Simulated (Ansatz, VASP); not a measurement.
# Cross-check of SnTe between VASP and Ansatz, part 2 of 2

Wanted: the spread between two codes on one cell, functional and k mesh. The cell is taken from a series of runs on this material, whose earlier steps may have relaxed, scaled, displaced or heated it; both programs get it as it stands.

VASP 6.6.1 and Ansatz 0.2.0.

So far: The starting structure; Ansatz: zone-centre phonons, LDA; VASP: zone-centre phonons, LDA.

## (3) VASP: zone-centre phonons, LDA (continued)

Level of this step: LDA; plane waves and PAW (Sn_d, Te) (VASP).

Numbers of over 12 decimals in the logs are rounded to 6 here.

Parts of OUTCAR (step 3):

```text
ion  position               nearest neighbor table
   1  0.000  0.000  0.000-   2 3.06   2 3.06   2 3.12   2 3.12   2 3.12   2 3.12
   2  0.500  0.500  0.500-   1 3.06   1 3.06   1 3.12   1 3.12   1 3.12   1 3.12

  LATTYP: Found a body centered tetragonal cell.
 ALAT       =     4.4107132142
 C/A-ratio  =     1.3854849205

 Subroutine GETGRP returns: Found 16 space group operations
 (whereof 16 operations were pure point group operations)

The static configuration has the point symmetry D_4h.

 Found    163 irreducible k-points:

   k-points           NKPTS =    163   k-points in BZ     NKDIM =    163   number of bands    NBANDS=     16

   dimension x,y,z NGX =    32 NGY =   32 NGZ =   32
   dimension x,y,z NGXF=    64 NGYF=   64 NGZF=   64

   ENCUT  =  500.0 eV  36.75 Ry    6.06 a.u.   7.96  7.96  8.04*2*pi/ulx,y,z

   NELECT =      20.0000    total number of electrons

 k-points in reciprocal lattice and weights: Automatic mesh
   0.00000000  0.00000000  0.00000000       0.001
   0.08333333  0.00000000  0.00000000       0.005
   0.16666667  0.00000000  0.00000000       0.005
   0.25000000  0.00000000  0.00000000       0.005
   0.33333333  0.00000000  0.00000000       0.005
   0.41666667 -0.00000000  0.00000000       0.005
   0.50000000  0.00000000  0.00000000       0.002
   0.08333333  0.08333333  0.00000000       0.001
   0.16666667  0.08333333  0.00000000       0.005
[...]
-0.33333333  0.16666667  0.50000000       0.002
  -0.25000000  0.25000000  0.50000000       0.001

 average (electrostatic) potential at core
       1 -99.7817       2 -88.1844

  Total        0.0240325      0.0240325      1.2574245      0.0000000      0.0000000     -0.0000000
  in kB        0.6477556      0.6477556     33.8917674      0.0000000      0.0000000     -0.0000000
  external PRESSURE =      11.7290929 kB  Pullay stress =       0.0000000 kB

  energy-cutoff  :      500.00
  volume of cell :       59.44
      direct lattice vectors                 reciprocal lattice vectors
     0.000000000  3.118845224  3.055488324    -0.160315746  0.160315746  0.163639964
     3.118845224  0.000000000  3.055488324     0.160315746 -0.160315746  0.163639964
     3.118845224  3.118845224  0.000000000     0.160315746  0.160315746 -0.163639964

 POSITION                                       TOTAL-FORCE (eV/Angst)
 -----------------------------------------------------------------------------------
      0.00000      0.00000      0.00000         0.000000     -0.000000      0.000000
      3.11885      3.11885      3.05549        -0.000000      0.000000      0.000000
 -----------------------------------------------------------------------------------
    total drift:                                0.000000     -0.000000     -0.000000

 Eigenvectors and eigenvalues of the dynamical matrix
 ----------------------------------------------------

   1 f  =    1.794331 THz    11.274111 2PiTHz   59.852425 cm-1     7.420752 meV
             X         Y         Z           dx          dy          dz
      0.000000  0.000000  0.000000     0.000000    0.000000    0.717815
      3.118845  3.118845  3.055488     0.000000    0.000000   -0.696234

   2 f  =    1.156160 THz     7.264366 2PiTHz   38.565340 cm-1     4.781491 meV
             X         Y         Z           dx          dy          dz
      0.000000  0.000000  0.000000     0.606278    0.403544    0.000000
      3.118845  3.118845  3.055488    -0.570448   -0.379695    0.000000

   3 f  =    1.156160 THz     7.264366 2PiTHz   38.565340 cm-1     4.781491 meV
             X         Y         Z           dx          dy          dz
      0.000000  0.000000  0.000000    -0.403544    0.606278    0.000000
      3.118845  3.118845  3.055488     0.379695   -0.570448    0.000000

   4 f/i=    0.005006 THz     0.031452 2PiTHz    0.166975 cm-1     0.020702 meV
             X         Y         Z           dx          dy          dz
      0.000000  0.000000  0.000000     0.000000    0.000000   -0.696234
      3.118845  3.118845  3.055488     0.000000    0.000000   -0.717815

   5 f/i=    0.014325 THz     0.090006 2PiTHz    0.477828 cm-1     0.059243 meV
             X         Y         Z           dx          dy          dz
      0.000000  0.000000  0.000000     0.541799    0.419563    0.000000
      3.118845  3.118845  3.055488     0.575830    0.445916    0.000000

   6 f/i=    0.014325 THz     0.090006 2PiTHz    0.477828 cm-1     0.059243 meV
             X         Y         Z           dx          dy          dz
      0.000000  0.000000  0.000000    -0.419563    0.541799    0.000000
      3.118845  3.118845  3.055488    -0.445916    0.575830    0.000000

 ELASTIC MODULI CONTR FROM IONIC RELAXATION (kBar)
 Direction    XX          YY          ZZ          XY          YZ          ZX
 --------------------------------------------------------------------------------
 XX           0.0000      0.0000      0.0000      0.0000      0.0000      0.0000
 YY           0.0000      0.0000      0.0000      0.0000      0.0000      0.0000
 ZZ           0.0000      0.0000      0.0000      0.0000      0.0000      0.0000
 XY           0.0000      0.0000      0.0000      0.0000      0.0000      0.0000
 YZ           0.0000      0.0000      0.0000      0.0000      0.0000      0.0000
 ZX           0.0000      0.0000      0.0000      0.0000      0.0000      0.0000
 --------------------------------------------------------------------------------
```

## (4) Comparison

Known differences besides the potentials themselves: the two LDA forms differ slightly; fixed occupations in Ansatz, narrow Gaussian smearing in VASP; the data sets hold 30 valence electrons in Ansatz (on its PAW soft_1 files) and 20 in VASP; the cutoff is 420 eV in Ansatz and 500 eV in VASP; VASP's log shows a relativistic correction to its local exchange, Ansatz's none. Total energies have different zeros and are not compared.

Compared:

| quantity | Ansatz | VASP | difference |
| --- | --- | --- | --- |
| optical mode 1 to 2 (cm⁻¹) | 33.9 | 38.6 | -4.7 |
| optical mode 3 (cm⁻¹) | 57.2 | 59.9 | -4.43 % |

Modes are paired by rising frequency, not by their patterns, so a pair may set unlike modes beside each other; they are those without the splitting of longitudinal modes.

## (5) Results

| Item | Value |
| --- | --- |
| r.m.s. difference of the optical zone-centre modes, each program's sorted by frequency (zone-centre phonons, LDA) | 4.1 cm⁻¹ |
| difference in optical mode 3 (zone-centre phonons, LDA) | -4.4 % |

**Reading.** The r.m.s. difference of the optical zone-centre modes, each program's sorted by frequency is 4.1 cm⁻¹ (zone-centre phonons, LDA). The data sets hold unlike numbers of valence electrons (30 in Ansatz and 20 in VASP), so part of the differences comes from the potentials. Among the rows given in per cent, the largest difference of the zone-centre phonons, LDA pair is in optical mode 3, -4.4 %. How closely two codes agree says nothing of how well the functional describes the real material.

[Lines on the potential files, build, host, timing and source positions are cut from VASP's logs without a mark.]

[Logs are printed without paths, hosts, clocks, repeated set-up lines and the standing remarks that a program may print on its own settings, such as how far it seeks lower states.]

[Hosts, paths, dates, database ids (printed as entryN), source tags and the programs' standing remarks are cut or masked in the printed files.]
